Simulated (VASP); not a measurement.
A run of VASP 6.6.1 is set up as follows.

File INCAR:

```
SYSTEM = PmTe
  PREC = Accurate
  ENCUT = 520
  EDIFF = 1E-6
  ISMEAR = 0
  SIGMA = 0.05
  LREAL = .FALSE.
  LASPH = .TRUE.
  NELM = 120
  ALGO = Normal
  ISIF = 2
  LWAVE = .FALSE.
  LCHARG = .TRUE.
  ISPIN = 2
  MAGMOM = 4 0
  LORBIT = 11
  LMAXMIX = 6
  LDAU = .TRUE.
  LDAUTYPE = 2
  LDAUL = 3 -1
  LDAUU = 5 0
  LDAUJ = 0 0
  LDAUPRINT = 1
  GGA = PE
  LELF = .TRUE.
  LVHAR = .TRUE.
```

KPOINTS

```
Automatic mesh
0
G
  5 5 5
  0 0 0
```

Contents of POSCAR:

```
PmTe
1.0
    4.1812492200      0.0000000000      0.0000000000
   -2.0906246100      3.6210680400      0.0000000000
    0.0000000000      0.0000000000      4.0806920800
Pm Te
1 1
Direct
    0.0000000000      0.0000000000      0.0000000000
    0.6666666667      0.3333333333      0.5000000000
```

Potentials or basis: VASP PAW PBE potentials, release 64 (Pm, Te).

Launch:

```console
$ cat potpaw_PBE.64/Pm/POTCAR potpaw_PBE.64/Te/POTCAR > POTCAR
$ mpirun -np 1 vasp_std > vasp.out
```

Question: Estimate the net moment.

Answer: 4.93 μB per cell.

Question: Estimate the pressure.

Answer: 3.4 GPa.

Question: Predict the band gap on the k mesh.

Answer: None (metal or under the smearing width).

Question: Predict the site moments.

Answer: Pm +4.33; Te -0.06 μB.

Stress tensor (GPa, compression positive):
```
2.89 0.00 0.00
0.00 2.89 0.00
0.00 0.00 4.34
```

Caveat: the magnetic or orbital state may not be the lowest; spin-orbit coupling is left out, which moves the levels of the heavy elements; the U is typed as a test and isn't derived for this compound. The state reached can hang on the start; a lower one may exist.
